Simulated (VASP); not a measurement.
Crystal: ZnH.

```
Zn H
1.0
     0.00000    2.21594    2.21594
     2.21594    0.00000    2.21594
     2.21594    2.21594    0.00000
Zn H
1 1
Direct
  0.00000 0.00000 0.00000
  0.25000 0.25000 0.25000
```

The cell was built by a generator and needn't be a form met in nature.

Base run:

* Program: VASP 6.6.1
* Functional: PBEsol
* Potentials or basis: VASP PAW PBE potentials, release 64 (Zn, H)
* Cutoff: 520 eV
* k mesh: 10 × 10 × 10
* Occupations: fermi-dirac, width 0.05 eV
* Spin: no spin polarisation

Its results: pressure -3.1 GPa.

After a change of settings the same cell gave: pressure 2.4 GPa. Which change was it?
A. functional from PBEsol to AM05
B. functional from PBEsol to LDA; potentials or basis from VASP PAW PBE potentials, release 64 (Zn, H) to VASP PAW LDA potentials, release 64 (Zn, H)
C. functional from PBEsol to RPBE
D. functional from PBEsol to PW91

C.

RPBE binds less tightly than PBEsol, so the same cell stands under more pressure.

Caveats: the PAW data sets were made with another functional, which shifts forces and pressure a little.

Runs at the PBE level aren't shown here.
